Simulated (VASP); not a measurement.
Zn:

```xyz
2
Lattice="2.6751 0.0000 0.0000 -1.3376 2.3167 0.0000 0.0000 0.0000 4.8876" Properties=species:S:1:pos:R:3 pbc="T T T"
Zn    0.0000    1.5445    1.2219
Zn    1.3376    0.7722    3.6657
```

The cell isn't the ideal one: a relaxed cell with its volume scaled by 1.06.

| Item | Value |
| --- | --- |
| Program | VASP 6.6.1 |
| Task | relaxation of shape and atoms at fixed volume |
| Functional | PBE |
| Dispersion | D3(BJ) |
| Potentials or basis | VASP PAW PBE potentials, release 64 (Zn) |
| Cutoff | 600 eV |
| k mesh | 18 × 18 × 8 |
| Occupations | methfessel-paxton, width 0.1 eV |
| Spin | no spin polarisation |

At the start: pressure -4.4 GPa; volume 15.15 Å³/atom.

Task: Where does the relaxation end?

Result: Over 6 steps the energy falls by 3.4 meV/atom; space group P6_3/mmc (No. 194, to 0.05 Å).

Step by step:
| step | energy change (eV) | largest force (eV/Å) | pressure (GPa) |
| --- | --- | --- | --- |
| 1 | 0.0000 | 0.0000 | -4.41 |
| 2 | -0.0010 | 0.0000 | -4.33 |
| 3 | -0.0034 | 0.0000 | -4.05 |
| 4 | -0.0067 | 0.0000 | -3.14 |
| 5 | -0.0067 | 0.0000 | -3.50 |
| 6 | -0.0069 | 0.0000 | -3.35 |

Final structure:
```cif
data_structure
_symmetry_space_group_name_H-M 'P 1'
_symmetry_Int_Tables_number 1
_cell_length_a 2.6278
_cell_length_b 2.6278
_cell_length_c 5.0652
_cell_angle_alpha 90.000
_cell_angle_beta 90.000
_cell_angle_gamma 120.000
_cell_volume 30.29
loop_
_atom_site_label
_atom_site_type_symbol
_atom_site_fract_x
_atom_site_fract_y
_atom_site_fract_z
_atom_site_occupancy
Zn1 Zn 0.33333 0.66667 0.25000 1
Zn2 Zn 0.66667 0.33333 0.75000 1
```

Caveat: pairwise dispersion overbinds metals, which lowers pressure and volume.
